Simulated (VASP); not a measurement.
AlIn3N2:

```
Al In N
1.0
     5.60000    0.00000    0.00000
     0.00000    5.60000    0.00000
     0.00000    0.00000    6.85000
Al In N
2 6 4
Direct
  0.00000 0.00000 0.00000
  0.50000 0.50000 0.50000
  0.50000 0.50000 0.00000
  0.00000 0.00000 0.50000
  0.00000 0.50000 0.75000
  0.50000 0.00000 0.75000
  0.50000 0.00000 0.25000
  0.00000 0.50000 0.25000
  0.78500 0.78500 0.00000
  0.21500 0.21500 0.00000
  0.71500 0.28500 0.50000
  0.28500 0.71500 0.50000
```

The cell was built by a generator and needn't be a form met in nature.

| Quantity | Value |
| --- | --- |
| Program | VASP 6.6.1 |
| Task | relaxation of cell and atoms |
| Functional | PBE |
| Potentials or basis | VASP PAW PBE potentials, release 64 (Al, In_d, N) |
| Cutoff | 520 eV |
| k mesh | 3 × 3 × 2 |
| Occupations | gaussian, width 0.15 eV |
| Spin | no spin polarisation |

At the start: pressure 9.5 GPa; volume 17.90 Å³/atom.

Question: Where does the relaxation end?

Answer: Over 12 steps the energy falls by 70.7 meV/atom and the volume is 20.37 Å³/atom (+13.8 %); space group P4_2/mnm (No. 136, to 0.05 Å).

Step by step:
```tsv
step	energy change (eV)	largest force (eV/Å)	pressure (GPa)	volume (Å³)
1	0.0000	1.1143	9.51	214.82
2	-0.3989	1.7695	-2.88	249.49
3	-0.6506	0.9662	1.09	234.64
4	-0.7732	0.3915	0.01	241.16
5	-0.7906	0.1106	-0.34	244.39
6	-0.7913	0.0720	-0.17	244.77
7	-0.7920	0.0028	-0.10	245.53
8	-0.8071	0.0421	-0.58	245.68
9	-0.8395	0.1472	-0.58	246.03
10	-0.7792	0.2713	-1.26	246.23
11	-0.8419	0.1747	-0.85	246.12
12	-0.8482	0.0125	-0.20	244.48
```

Final structure:
```xyz
12
Lattice="6.0152 0.0000 0.0000 0.0000 6.0152 0.0000 0.0000 0.0000 6.7568" Properties=species:S:1:pos:R:3 pbc="T T T"
Al    0.0000    0.0000    0.0000
Al    3.0076    3.0076    3.3784
In    3.0076    3.0076    0.0000
In    0.0000    0.0000    3.3784
In    0.0000    3.0076    5.0676
In    3.0076    0.0000    5.0676
In    3.0076    0.0000    1.6892
In    0.0000    3.0076    1.6892
N     4.7637    4.7637    6.7568
N     1.2515    1.2515    0.0000
N     4.2591    1.7561    3.3784
N     1.7561    4.2591    3.3784
```

Caveat: the k mesh is coarse (spacing up to 0.46 Å⁻¹), so the values aren't converged.
